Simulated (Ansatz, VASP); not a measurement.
**Sr2H3I in two plane-wave programs**

Aim: how closely do two programs agree when they are given the same cell, functional and k mesh? The cell is taken from a series of runs on this material, whose earlier steps may have relaxed, scaled, displaced or heated it; both programs get it as it stands.

Program: Ansatz 0.2.0. Level of theory: plane waves, with VASP 6.6.1 beside it; G0W0 gap at LDA. Results are calculated unless marked as measured.

### Step 1. Starting point

It takes space group P-3m1 (No. 164, trigonal). Conventional cell: a = 4.243 Å, b = 4.243 Å, c = 7.683 Å, α = 90.00°, β = 90.00°, γ = 120.00°. Sr has 7 H at 2.47 to 2.81 Å and 3 I at 3.48 Å nearest. H has 6 H at 2.68 Å and 6 Sr at 2.81 Å nearest. Nearest to H lie 4 Sr at 2.47 Å. Nearest to I lie 6 Sr at 3.48 Å. Farther neighbours and most contacts between anions are not listed.

### Step 2. VASP: G0W0 gap, LDA

Quasiparticle shifts depend on high empty states and on the cores, so they are the hardest test of two PAW sets.

Lines of VASP's logs that name or quote its potential files are left out, and so is its time.

The run reads the wave functions of an earlier VASP run, which isn't shown here.

Input file INCAR:

```
SYSTEM = Sr2H3I
PREC = Accurate
ENCUT = 320
ISMEAR = 0
SIGMA = 0.01
LREAL = Auto
GGA = CA
NBANDS = 564
ALGO = EVGW0
NELMGW = 1
ENCUTGW = 60
NOMEGA = 64
PRECFOCK = Fast
NBANDSGW = 68
LWAVE = .FALSE.
LCHARG = .FALSE.
```

Input file POSCAR:

```
Sr2H3I
1.0
    8.4854575342      0.0000000000      0.0000000000
   -4.2427287670      7.3486217874      0.0000000000
    0.0000000000      0.0000000000      7.6827474300
Sr H I
8 12 4
Direct
    0.3333333350      0.1666666650      0.6786552900
    0.1666666650      0.3333333350      0.3213447100
    0.3333333350      0.6666666650      0.6786552900
    0.1666666650      0.8333333350      0.3213447100
    0.8333333350      0.1666666650      0.6786552900
    0.6666666650      0.3333333350      0.3213447100
    0.8333333350      0.6666666650      0.6786552900
    0.6666666650      0.8333333350      0.3213447100
    0.0000000000      0.0000000000      0.5000000000
    0.3333333350      0.1666666650      0.3572515000
    0.1666666650      0.3333333350      0.6427485000
    0.0000000000      0.5000000000      0.5000000000
    0.3333333350      0.6666666650      0.3572515000
    0.1666666650      0.8333333350      0.6427485000
    0.5000000000      0.0000000000      0.5000000000
    0.8333333350      0.1666666650      0.3572515000
    0.6666666650      0.3333333350      0.6427485000
    0.5000000000      0.5000000000      0.5000000000
    0.8333333350      0.6666666650      0.3572515000
    0.6666666650      0.8333333350      0.6427485000
    0.0000000000      0.0000000000      0.0000000000
    0.0000000000      0.5000000000      0.0000000000
    0.5000000000      0.0000000000      0.0000000000
    0.5000000000      0.5000000000      0.0000000000
```

Input file KPOINTS:

```
Automatic mesh
0
Gamma
3 3 2
0 0 0
```

Potentials, in the order of the species: Sr_sv_GW, H_GW and I_GW (LDA family, release 64).

Run with:

```
export OMP_NUM_THREADS=3
mpirun -np 1 vasp_std
```

Numbers of over 12 decimals in the logs are rounded to 6 here.

Output:

```text
[banner, memory and clock lines left out]
running    1 mpi-ranks, on    1 nodes
 distrk:  each k-point on    1 cores,    1 groups
 distr:  one band on    1 cores,    1 groups
 Offloading initialized ...    1 GPUs detected
 POSCAR found type information on POSCAR SrH I
 POSCAR found :  3 types and      24 ions
|                                                                             |
|           W    W    AA    RRRRR   N    N  II  N    N   GGGG   !!!           |
|           W    W   A  A   R    R  NN   N  II  NN   N  G    G  !!!           |
|           W    W  A    A  R    R  N N  N  II  N N  N  G       !!!           |
|           W WW W  AAAAAA  RRRRR   N  N N  II  N  N N  G  GGG   !            |
|           WW  WW  A    A  R   R   N   NN  II  N   NN  G    G                |
|           W    W  A    A  R    R  N    N  II  N    N   GGGG   !!!           |
|                                                                             |
|     The default for ENCUTGWSOFT is different in this version of VASP.       |
|     please manually set ENCUTGWSOFT =60 in the INCAR file.                  |
|                                                                             |

 LDA part: xc-table for (Slater(with rela. corr.)+CA(PZ))
 , standard interpolation
 found WAVECAR, reading the header
 POSCAR, INCAR and KPOINTS ok, starting setup
 FFT: planning ... GRIDC
 FFT: planning ... GRID_SOFT
 FFT: planning ... GRID
 reading WAVECAR
 the WAVECAR file was read successfully
 initial charge from wavefunction
 available memory per node:   1665.42 GB, setting MAXMEM to   1705394

 The Fermi energy was updated, please check that it is located mid-gap
 values below the HOMO (VB) or above the LUMO (CB) will cause erroneous energies
 E-fermi :   4.7781

 calculate exact exchange contribution
 the WAVEDER file was read successfully
energies w=
    0.000    0.000    0.756    0.000    1.510    0.000    2.260    0.000
    3.006    0.000    3.746    0.000    4.478    0.000    5.201    0.000
    5.916    0.000    6.621    0.000    7.316    0.000    8.002    0.000
    8.678    0.000    9.346    0.000   10.005    0.000   10.656    0.000
   11.300    0.000   11.939    0.000   12.573    0.000   13.203    0.000
   13.830    0.000   14.457    0.000   15.084    0.000   15.712    0.000
   16.344    0.000   16.980    0.000   17.623    0.000   18.275    0.000
   18.936    0.000   19.610    0.000   20.299    0.000   21.005    0.000
   21.732    0.000   22.481    0.000   23.257    0.000   24.063    0.000
   24.903    0.000   25.783    0.000   26.707    0.000   27.683    0.000
   28.717    0.000   29.818    0.000   30.995    0.000   32.260    0.000
   33.628    0.000   35.114    0.000   36.738    0.000   38.526    0.000
   40.506    0.000   42.715    0.000   45.202    0.000   48.026    0.000
   51.263    0.000   55.018    0.000   59.427    0.000   64.683    0.000
   71.055    0.000   78.940    0.000   88.947    0.000  102.055    0.000
  119.947    0.000  145.786    0.000  186.300    0.000  258.759    0.000
 responsefunction array rank=     526
 LDA part: xc-table for (Slater(with rela. corr.)+CA(PZ))
 , standard interpolation

 min. memory requirement per mpi rank   1961.9 MB, per node   1961.9 MB

 allocating  64 responsefunctions rank=   526
 shmem allocating  64 responsefunctions rank=   526
 response function shared by NCSHMEM nodes    1
 Doing            64  frequencies on each core in blocks of            64
NQ=   1    0.0000    0.0000    0.0000,
|.........|.........|.........|.........|.........|.........|.........|.........
 performed       1548000 updates of chi_q(r,r)
 total number of BLAS operations       3110.13 Gflops
NQ=   2    0.3333    0.0000    0.0000,
|.........|.........|.........|.........|.........|.........|.........|.........
 performed       4017000 updates of chi_q(r,r)
 total number of BLAS operations       8029.02 Gflops
NQ=   3    0.3333    0.3333    0.0000,
|.........|.........|.........|.........|.........|.........|.........|.........
 performed       5872000 updates of chi_q(r,r)
 total number of BLAS operations      11981.71 Gflops
NQ=   4    0.0000    0.0000    0.5000,
|.........|.........|.........|.........|.........|.........|.........|.........
 performed       7420000 updates of chi_q(r,r)
 total number of BLAS operations      15409.98 Gflops
NQ=   5    0.3333    0.0000    0.5000,
|.........|.........|.........|.........|.........|.........|.........|.........
 performed       9889000 updates of chi_q(r,r)
 total number of BLAS operations      20507.90 Gflops
NQ=   6    0.3333    0.3333    0.5000,
|.........|.........|.........|.........|.........|.........|.........|.........
 performed      11744000 updates of chi_q(r,r)
 total number of BLAS operations      24278.88 Gflops
 resolving degeneracies of screened two electron integrals

 calculate QP shifts <psi_nk| G(iteration)W_0 |psi_nk>: iteration 1
 entering main loop
```

From OUTCAR (step 2):

```text
ion  position               nearest neighbor table
   1  0.333  0.167  0.679-  14 2.47  17 2.47  11 2.47  10 2.47  23 3.48  24 3.48  21 3.48
   2  0.167  0.333  0.321-  13 2.47  16 2.47  10 2.47  11 2.47  22 3.48  21 3.48  24 3.48
   3  0.333  0.667  0.679-  11 2.47  20 2.47  14 2.47  13 2.47  24 3.48  23 3.48  22 3.48
   4  0.167  0.833  0.321-  10 2.47  19 2.47  13 2.47  14 2.47  21 3.48  22 3.48  23 3.48
   5  0.833  0.167  0.679-  20 2.47  11 2.47  17 2.47  16 2.47  21 3.48  22 3.48  23 3.48
   6  0.667  0.333  0.321-  19 2.47  10 2.47  16 2.47  17 2.47  24 3.48  23 3.48  22 3.48
   7  0.833  0.667  0.679-  17 2.47  14 2.47  20 2.47  19 2.47  22 3.48  21 3.48  24 3.48
   8  0.667  0.833  0.321-  16 2.47  13 2.47  19 2.47  20 2.47  23 3.48  24 3.48  21 3.48
   9  0.000  0.000  0.500-
  10  0.333  0.167  0.357-   4 2.47   6 2.47   2 2.47   1 2.47
  11  0.167  0.333  0.643-   3 2.47   5 2.47   1 2.47   2 2.47
  12  0.000  0.500  0.500-
  13  0.333  0.667  0.357-   2 2.47   8 2.47   4 2.47   3 2.47
  14  0.167  0.833  0.643-   1 2.47   7 2.47   3 2.47   4 2.47
  15  0.500  0.000  0.500-
  16  0.833  0.167  0.357-   8 2.47   2 2.47   6 2.47   5 2.47
  17  0.667  0.333  0.643-   7 2.47   1 2.47   5 2.47   6 2.47
  18  0.500  0.500  0.500-
  19  0.833  0.667  0.357-   6 2.47   4 2.47   8 2.47   7 2.47
  20  0.667  0.833  0.643-   5 2.47   3 2.47   7 2.47   8 2.47
  21  0.000  0.000  0.000-   4 3.48   5 3.48   2 3.48   7 3.48   1 3.48   8 3.48
  22  0.000  0.500  0.000-   2 3.48   7 3.48   5 3.48   4 3.48   6 3.48   3 3.48
  23  0.500  0.000  0.000-   1 3.48   8 3.48   6 3.48   3 3.48   4 3.48   5 3.48
  24  0.500  0.500  0.000-   3 3.48   6 3.48   1 3.48   8 3.48   7 3.48   2 3.48

  LATTYP: Found a hexagonal cell.
 ALAT       =     8.4854575342
 C/A-ratio  =     0.9054016709

 Subroutine GETGRP returns: Found 12 space group operations
 (whereof 12 operations were pure point group operations)

The static configuration has the point symmetry D_3d.

 Found      6 irreducible k-points:

   k-points           NKPTS =      6   k-points in BZ     NKDIM =     18   number of bands    NBANDS=    564

   dimension x,y,z NGX =    50 NGY =   50 NGZ =   48
   dimension x,y,z NGXF=   100 NGYF=  100 NGZF=   96

   ENCUT  =  320.0 eV  23.52 Ry    4.85 a.u.  12.38 12.38 11.21*2*pi/ulx,y,z

   NELECT =     120.0000    total number of electrons

  energy-cutoff  :      320.00
  volume of cell :      479.07
      direct lattice vectors                 reciprocal lattice vectors
     8.485457534  0.000000000  0.000000000     0.117848684  0.068039969 -0.000000000
    -4.242728767  7.348621787  0.000000000     0.000000000  0.136079938  0.000000000
     0.000000000  0.000000000  7.682747430     0.000000000 -0.000000000  0.130161769

 k-points in reciprocal lattice and weights: Automatic mesh
   0.00000000  0.00000000  0.00000000       0.056
   0.33333333  0.00000000  0.00000000       0.333
   0.33333333  0.33333333  0.00000000       0.111
   0.00000000  0.00000000  0.50000000       0.056
   0.33333333  0.00000000  0.50000000       0.333
   0.33333333  0.33333333  0.50000000       0.111

 E-fermi :   4.7781

 QP shifts <psi_nk| G(iteration)W_0 |psi_nk>: iteration 1
 for sc-GW calculations column KS-energies equals QP-energies in previous step
 and V_xc(KS)=  KS-energies - (<T + V_ion + V_H > + <T+V_H+V_ion>^1  + <V_x>^1)
 k-point   1 :       0.0000    0.0000    0.0000
  band No.  KS-energies  QP-energies   sigma(KS)   V_xc(KS)     V^pw_x(r,r')   Z            occupation Imag(sigma)
    ...
     57       1.3912       0.6671     -12.0684     -11.1159     -14.1376       0.7602       2.0000       0.1280
     58       1.4081       0.8179     -12.2908     -11.5345     -14.1416       0.7804       2.0000       0.1075
     59       1.4081       0.8179     -12.2908     -11.5345     -14.1416       0.7804       2.0000       0.1075
     60       3.8017       3.1234     -11.5975     -10.7180     -13.0155       0.7712       2.0000       0.0869
     61       6.1843       7.1808      -8.0662      -9.3250      -4.4058       0.7916       0.0000      -0.1253
     62       6.1843       7.1808      -8.0662      -9.3250      -4.4058       0.7916       0.0000      -0.1253
     63       6.1843       7.1808      -8.0662      -9.3250      -4.4058       0.7916       0.0000      -0.1253
     64       6.4634       7.4295      -7.8864      -9.0962      -4.3514       0.7985       0.0000      -0.1182
    ...

 k-point   2 :       0.3333    0.0000    0.0000
  band No.  KS-energies  QP-energies   sigma(KS)   V_xc(KS)     V^pw_x(r,r')   Z            occupation Imag(sigma)
    ...
     57       1.4979       0.7411     -11.6013     -10.5908     -13.7694       0.7490       2.0000       0.1455
     58       1.4979       0.7411     -11.6013     -10.5908     -13.7694       0.7490       2.0000       0.1455
     59       1.9688       1.2626     -11.4604     -10.5232     -13.3941       0.7536       2.0000       0.1305
     60       3.0649       2.4285     -11.4518     -10.6248     -12.9558       0.7695       2.0000       0.0984
     61       5.9256       6.9078      -8.1205      -9.3568      -4.5127       0.7945       0.0000      -0.1190
     62       5.9256       6.9078      -8.1205      -9.3568      -4.5127       0.7945       0.0000      -0.1190
     63       6.5394       7.6166      -8.2147      -9.5782      -4.4390       0.7901       0.0000      -0.1333
     64       6.5809       7.6409      -8.3168      -9.6618      -4.5412       0.7881       0.0000      -0.1328
    ...

 k-point   3 :       0.3333    0.3333    0.0000
  band No.  KS-energies  QP-energies   sigma(KS)   V_xc(KS)     V^pw_x(r,r')   Z            occupation Imag(sigma)
    ...
     57       1.2573       0.4314     -12.2154     -11.1162     -14.5728       0.7513       2.0000       0.1446
     58       2.2711       1.5846     -11.4423     -10.5381     -13.2514       0.7594       2.0000       0.1208
     59       2.2711       1.5846     -11.4423     -10.5381     -13.2514       0.7594       2.0000       0.1208
     60       2.2711       1.5846     -11.4423     -10.5381     -13.2514       0.7594       2.0000       0.1208
     61       5.7533       6.7220      -8.0187      -9.2321      -4.4207       0.7983       0.0000      -0.1168
     62       5.7533       6.7220      -8.0187      -9.2321      -4.4207       0.7983       0.0000      -0.1168
     63       6.5748       7.6495      -8.5342      -9.8956      -4.8321       0.7894       0.0000      -0.1293
     64       6.5748       7.6495      -8.5342      -9.8956      -4.8321       0.7894       0.0000      -0.1293
    ...

 k-point   4 :       0.0000    0.0000    0.5000
  band No.  KS-energies  QP-energies   sigma(KS)   V_xc(KS)     V^pw_x(r,r')   Z            occupation Imag(sigma)
    ...
     57       1.4170       0.6882     -11.4257     -10.4458     -13.5570       0.7437       2.0000       0.1474
     58       1.4170       0.6882     -11.4257     -10.4458     -13.5570       0.7437       2.0000       0.1474
     59       1.4170       0.6882     -11.4257     -10.4458     -13.5570       0.7437       2.0000       0.1474
     60       3.9153       3.2149     -11.8295     -10.9238     -13.3030       0.7732       2.0000       0.0873
     61       5.7798       6.6919      -7.6855      -8.8221      -4.1981       0.8024       0.0000      -0.1135
     62       5.7798       6.6919      -7.6855      -8.8221      -4.1981       0.8024       0.0000      -0.1135
     63       5.7798       6.6919      -7.6855      -8.8221      -4.1981       0.8024       0.0000      -0.1135
     64       6.2200       7.1622      -7.5360      -8.7069      -4.0925       0.8047       0.0000      -0.1121
    ...

[... 2 further parts left out ...]
```

(Part 1 of 2 ends here.)

[Lines on the potential files, build, host, timing and source positions are cut from VASP's logs without a mark.]

[Logs are printed without paths, hosts, clocks, repeated set-up lines and the standing remarks that a program may print on its own settings, such as how far it seeks lower states.]

[Hosts, paths, dates, database ids (printed as entryN), source tags and the programs' standing remarks are cut or masked in the printed files.]
